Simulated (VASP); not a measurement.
Computed with PBE GGA, VASP's PBE PAW potentials (set 64) (plane waves; VASP).

The input files of a VASP run:

POSCAR:
```
Tm
3.540
  0.5000000000  -0.8660254237   0.0000000000
  0.5000000000   0.8660254237   0.0000000000
  0.0000000000   0.0000000000   1.5677966102
Tm
2
Cartesian
  0.5000000000   0.2886757186   0.3919491525
  0.5000000000  -0.2886757186   1.1758474576
```

File KPOINTS:
```
Automatic mesh
0
Gamma
3 3 2
0 0 0
```

### INCAR
```
ALGO  =  Normal
EDIFF  =  1E-6
ENCUT  =  300
GGA  =  PE
ISIF  =  2
ISMEAR  =  0
ISPIN  =  2
LASPH  =  .True.
LCHARG  =  .False.
LMAXMIX  =  6
LORBIT  =  11
LREAL  =  .False.
LWAVE  =  .False.
MAGMOM  =  2.0 2.0
NELM  =  100
PREC  =  Accurate
SIGMA  =  0.05
SYSTEM  =  Tm
```

POTCAR, in this order: Tm (PBE.64 set). Program: vasp_std.

The resulting files:

### OSZICAR
```
       N       E                     dE             d eps       ncg     rms          rms(c)
DAV:   1     0.272393093647E+03    0.27239E+03   -0.12696E+04   944   0.362E+03
DAV:   2     0.390492855406E+02   -0.23334E+03   -0.22480E+03   834   0.443E+02
DAV:   3     0.157275298073E+01   -0.37477E+02   -0.36586E+02   897   0.132E+02
DAV:   4    -0.677454298574E+01   -0.83473E+01   -0.82091E+01  1335   0.507E+01
DAV:   5    -0.728857953227E+01   -0.51404E+00   -0.50987E+00  1110   0.180E+01    0.312E+01
DAV:   6    -0.898480540520E+01   -0.16962E+01   -0.24818E+00  1039   0.271E+01    0.212E+01
DAV:   7    -0.203608747346E+02   -0.11376E+02   -0.70058E+01   771   0.763E+01    0.976E+01
DAV:   8    -0.151746314569E+02    0.51862E+01   -0.28683E+00  1175   0.266E+01    0.719E+01
DAV:   9    -0.908763486154E+01    0.60870E+01   -0.59271E+00   910   0.500E+01    0.384E+01
DAV:  10    -0.808373896655E+01    0.10039E+01   -0.22486E+00  1131   0.232E+01    0.180E+01
DAV:  11    -0.792266618379E+01    0.16107E+00   -0.53180E-01  1265   0.914E+00    0.117E+01
DAV:  12    -0.777248116514E+01    0.15019E+00   -0.14704E-01  1203   0.610E+00    0.711E+00
DAV:  13    -0.772882617205E+01    0.43655E-01   -0.50449E-02  1143   0.440E+00    0.606E+00
DAV:  14    -0.768591451583E+01    0.42912E-01   -0.86562E-02  1010   0.547E+00    0.601E+00
DAV:  15    -0.778828160455E+01   -0.10237E+00   -0.79830E-01  1066   0.498E+00    0.490E+00
DAV:  16    -0.776953895119E+01    0.18743E-01   -0.29911E-02   868   0.150E+00    0.497E+00
DAV:  17    -0.778496122042E+01   -0.15422E-01   -0.23861E-02  1051   0.179E+00    0.526E+00
DAV:  18    -0.774613377409E+01    0.38827E-01   -0.51967E-03  1108   0.113E+00    0.519E+00
DAV:  19    -0.770675533587E+01    0.39378E-01   -0.37656E-02   861   0.258E+00    0.491E+00
DAV:  20    -0.770294560540E+01    0.38097E-02   -0.15302E-01  1021   0.707E+00    0.326E+00
DAV:  21    -0.771899185494E+01   -0.16046E-01   -0.72068E-02   996   0.293E+00    0.250E+00
DAV:  22    -0.774832204941E+01   -0.29330E-01   -0.96837E-02   955   0.718E+00    0.249E+00
DAV:  23    -0.773391115449E+01    0.14411E-01   -0.13227E-02  1007   0.247E+00    0.229E+00
DAV:  24    -0.773864577687E+01   -0.47346E-02   -0.38393E-03  1056   0.893E-01    0.232E+00
DAV:  25    -0.773773651562E+01    0.90926E-03   -0.11558E-03  1154   0.456E-01    0.224E+00
DAV:  26    -0.773838544641E+01   -0.64893E-03   -0.24814E-04  1167   0.133E-01    0.218E+00
DAV:  27    -0.773587655310E+01    0.25089E-02   -0.72187E-04   911   0.877E-01    0.194E+00
DAV:  28    -0.773330493109E+01    0.25716E-02   -0.14438E-03   943   0.879E-01    0.164E+00
DAV:  29    -0.773059752491E+01    0.27074E-02   -0.38062E-03   915   0.116E+00    0.972E-01
DAV:  30    -0.772970762525E+01    0.88990E-03   -0.19070E-03  1265   0.715E-01    0.706E-01
DAV:  31    -0.772961483288E+01    0.92792E-04   -0.15732E-03  1039   0.821E-01    0.358E-01
DAV:  32    -0.773002596688E+01   -0.41113E-03   -0.21919E-03  1165   0.717E-01    0.452E-01
DAV:  33    -0.773016383290E+01   -0.13787E-03   -0.79835E-04  1120   0.186E-01    0.489E-01
DAV:  34    -0.772982509663E+01    0.33874E-03   -0.27114E-04  1033   0.305E-01    0.368E-01
DAV:  35    -0.772993079038E+01   -0.10569E-03   -0.54858E-05  1011   0.135E-01    0.297E-01
DAV:  36    -0.772984162679E+01    0.89164E-04   -0.12845E-04  1011   0.165E-01    0.148E-01
DAV:  37    -0.772984239694E+01   -0.77015E-06   -0.11484E-04  1002   0.170E-01    0.680E-02
DAV:  38    -0.772986436182E+01   -0.21965E-04   -0.28338E-05   964   0.553E-02    0.535E-02
DAV:  39    -0.772986812580E+01   -0.37640E-05   -0.40295E-06   770   0.176E-02    0.521E-02
DAV:  40    -0.772986809841E+01    0.27381E-07   -0.47267E-07   393   0.690E-03
   1 F= -.77298681E+01 E0= -.77188238E+01  d E =-.220886E-01  mag=     1.5638
```

File OUTCAR:
```
------------------------ aborting loop because EDIFF is reached ----------------------------------------
  FORCE on cell =-STRESS in cart. coord.  units (eV):
  Direction    XX          YY          ZZ          XY          YZ          ZX
  --------------------------------------------------------------------------------------
  Total        0.0193943      0.0193943     -0.2236755      0.0000000      0.0000000     -0.0000000
  in kB        0.5158858      0.5158858     -5.9497509      0.0000000      0.0000000     -0.0000000
  external PRESSURE =      -1.6393264 kB  Pullay stress =       0.0000000 kB
  volume of cell :       60.23
      direct lattice vectors                 reciprocal lattice vectors
     1.770000000 -3.065730000  0.000000000     0.282485876 -0.163093293  0.000000000
     1.770000000  3.065730000  0.000000000     0.282485876  0.163093293  0.000000000
     0.000000000  0.000000000  5.550000000     0.000000000  0.000000000  0.180180180
 POSITION                                       TOTAL-FORCE (eV/Angst)
 -----------------------------------------------------------------------------------
      1.77000      1.02191      1.38750         0.000000     -0.000000      0.000000
      1.77000     -1.02191      4.16250        -0.000000      0.000000      0.000000
 -----------------------------------------------------------------------------------
    total drift:                               -0.000396      0.002305     -0.000016
  FREE ENERGIE OF THE ION-ELECTRON SYSTEM (eV)
  ---------------------------------------------------
  free  energy   TOTEN  =        -7.7298680984 eV

  energy  without entropy=       -7.7077795283  energy(sigma->0) =       -7.71882381

 total charge

# of ion       s       p       d       f       tot
--------------------------------------------------
    1        2.209   5.929   0.424  12.487  21.049
    2        2.209   5.929   0.424  12.487  21.049
--------------------------------------------------
tot          4.419  11.858   0.848  24.973  42.098

 magnetization (x)

# of ion       s       p       d       f       tot
--------------------------------------------------
    1        0.001  -0.064  -0.128   1.296   1.105
    2        0.001  -0.064  -0.128   1.296   1.105
--------------------------------------------------
tot          0.002  -0.127  -0.257   2.591   2.210
```
(Selected blocks of OUTCAR.)

At this cut-off the stress carries a Pulay error, which pulls relaxed volumes low.

The structure is a typed Tm crystal (P6_3/mmc). The cell was not relaxed at this level. The k-mesh is coarse (spacing up to 0.68 per Å, 2π included), so the numbers may not be converged in it. The run is one of a series of settings (KPOINTS 3×3×2 Γ-centred mesh against the base run), some of them coarse on purpose.
